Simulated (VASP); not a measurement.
```yaml
crystal:
  lattice:
    - [-1.63358, 1.63358, 1.63358]
    - [1.63358, -1.63358, 1.63358]
    - [1.63358, 1.63358, -1.63358]
  atoms:
    - { symbol: Nb, position: [0.00000, 0.00000, 0.00000] }
```

Calculation: AM05 GGA, VASP's PBE PAW potentials (set 64) (plane waves; VASP). Settings: 520 eV cut-off, Gaussian smearing of 0.050 eV, potentials Nb_sv.

Problem. Estimate the band gap (along the path) with the smallest direct gap where there is one.

Solution. 
```yaml
band gap (along the path): none (metal, semimetal or under 0.01 eV)
```

Only differences to runs with the same potentials and settings are physical.

The compound is Nb in the bcc structure. It was relaxed first.
